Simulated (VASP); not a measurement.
```yaml
crystal:
  lattice:
    - [1.61670, -2.80021, 0.00000]
    - [1.61670, 2.80021, 0.00000]
    - [0.00000, 0.00000, 3.60060]
  atoms:
    - { symbol: Zr, position: [0.00000, 0.00000, 0.00000] }
    - { symbol: B, position: [0.33333, 0.66667, 0.50000] }
    - { symbol: B, position: [0.66667, 0.33333, 0.50000] }
```

Calculation: PBE GGA, VASP's PBE PAW potentials (set 64) (plane waves; VASP 6.6.1). Run with 520 eV cut-off, 8×8×7 Γ-centred mesh, first-order Methfessel-Paxton smearing of 0.10 eV, potentials Zr_sv B.

Question: Give the stress tensor in GPa (positive for a compressed cell).

Answer: 
```
-12.42    0.00    0.00
  0.00  -12.42    0.00
  0.00    0.00  -10.50
```
The pressure is its mean diagonal, -11.78 GPa.

The compound is ZrB2 in the AlB2 type structure. The cell was not relaxed at this level.
